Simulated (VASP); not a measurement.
These are RPBE GGA, VASP's PBE PAW potentials (set 64) (plane waves; VASP) values and carry that method's errors.

The input files of a VASP run:

### INCAR
```
ALGO = Normal   # blocked Davidson
SYSTEM = SrVO3
LCHARG = .False.
LWAVE = .False.
NELM = 100   # most electronic steps
GGA = RP
ISMEAR = 1   # Methfessel-Paxton
EDIFF = 1E-7   # SCF stop (eV)
PREC = Accurate
LASPH = .True.   # aspherical one-centre terms
ISIF = 2
LMAXMIX = 4   # l cut-off of mixed one-centre charges
ENCUT = 520
SIGMA = 0.1   # width (eV)
LREAL = .False.
```

File KPOINTS:
```
Automatic mesh
0
Gamma
8 8 8
0 0 0
```

**POSCAR**
```
SrVO3
1.0
  3.8599468039   0.0000000000   0.0000000000
  0.0000000000   3.8599468039   0.0000000000
  0.0000000000   0.0000000000   3.8599468039
Sr V O
1 1 3
direct
  0.0000000000   0.0000000000   0.0000000000
  0.5000000000   0.5000000000   0.5000000000
  0.5000000000   0.0000000000   0.5000000000
  0.0000000000   0.5000000000   0.5000000000
  0.5000000000   0.5000000000   0.0000000000
```

POTCAR, in this order: Sr_sv V_sv O (PBE.64 set). Program: vasp_std.

Output

### OSZICAR
```
       N       E                     dE             d eps       ncg     rms          rms(c)
DAV:   1     0.454324206213E+03    0.45432E+03   -0.24237E+04  1680   0.179E+03
DAV:   2    -0.212669649754E+02   -0.47559E+03   -0.47106E+03  2152   0.488E+02
DAV:   3    -0.467721152880E+02   -0.25505E+02   -0.25380E+02  1752   0.125E+02
DAV:   4    -0.476100431730E+02   -0.83793E+00   -0.83632E+00  2992   0.194E+01
DAV:   5    -0.476168115443E+02   -0.67684E-02   -0.67673E-02  1912   0.138E+00    0.374E+01
DAV:   6    -0.388418042867E+02    0.87750E+01   -0.97597E+01  2216   0.740E+01    0.183E+01
DAV:   7    -0.378560232999E+02    0.98578E+00   -0.34486E+01  1952   0.519E+01    0.168E+01
DAV:   8    -0.371368557877E+02    0.71917E+00   -0.32334E+00  1888   0.162E+01    0.486E+00
DAV:   9    -0.371639742110E+02   -0.27118E-01   -0.59320E-01  2192   0.574E+00    0.210E+00
DAV:  10    -0.371448224488E+02    0.19152E-01   -0.36577E-01  1864   0.555E+00    0.932E-01
DAV:  11    -0.371385884114E+02    0.62340E-02   -0.76064E-02  1832   0.237E+00    0.442E-01
DAV:  12    -0.371374229502E+02    0.11655E-02   -0.78400E-03  1904   0.836E-01    0.707E-02
DAV:  13    -0.371374657038E+02   -0.42754E-04   -0.40624E-04  2112   0.153E-01    0.182E-02
DAV:  14    -0.371374754033E+02   -0.96996E-05   -0.72637E-05  2024   0.554E-02    0.330E-02
DAV:  15    -0.371374707513E+02    0.46520E-05   -0.51582E-05  1896   0.640E-02    0.789E-03
DAV:  16    -0.371374711033E+02   -0.35194E-06   -0.30373E-06  1768   0.147E-02    0.261E-03
DAV:  17    -0.371374711195E+02   -0.16194E-07   -0.26986E-07  1664   0.368E-03
   1 F= -.37137471E+02 E0= -.37136726E+02  d E =-.223412E-02
```

OUTCAR:
```
------------------------ aborting loop because EDIFF is reached ----------------------------------------
  FORCE on cell =-STRESS in cart. coord.  units (eV):
  Direction    XX          YY          ZZ          XY          YZ          ZX
  --------------------------------------------------------------------------------------
  Total        1.9370331      1.9370331      1.9370331      0.0000000      0.0000000     -0.0000000
  in kB       53.9639416     53.9639416     53.9639416      0.0000000      0.0000000     -0.0000000
  external PRESSURE =      53.9639416 kB  Pullay stress =       0.0000000 kB
  volume of cell :       57.51
      direct lattice vectors                 reciprocal lattice vectors
     3.859946804  0.000000000  0.000000000     0.259070928  0.000000000  0.000000000
     0.000000000  3.859946804  0.000000000     0.000000000  0.259070928  0.000000000
     0.000000000  0.000000000  3.859946804     0.000000000  0.000000000  0.259070928
 POSITION                                       TOTAL-FORCE (eV/Angst)
 -----------------------------------------------------------------------------------
      0.00000      0.00000      0.00000         0.000000      0.000000      0.000000
      1.92997      1.92997      1.92997         0.000000      0.000000      0.000000
      1.92997      0.00000      1.92997         0.000000      0.000000      0.000000
      0.00000      1.92997      1.92997         0.000000      0.000000      0.000000
      1.92997      1.92997      0.00000         0.000000      0.000000      0.000000
 -----------------------------------------------------------------------------------
    total drift:                                0.000000      0.000000     -0.000000
  FREE ENERGIE OF THE ION-ELECTRON SYSTEM (eV)
  ---------------------------------------------------
  free  energy   TOTEN  =       -37.1374711195 eV

  energy  without entropy=      -37.1352370041  energy(sigma->0) =      -37.13672641
```
(Selected blocks of OUTCAR.)

The compound is SrVO3 in the cubic perovskite structure. This cell is one point of a volume scan, at 0.97 of the reference volume. The run is not spin-polarised, so no magnetic state was tried. The electron count is odd and the run is not spin-polarised, which forces a metal.
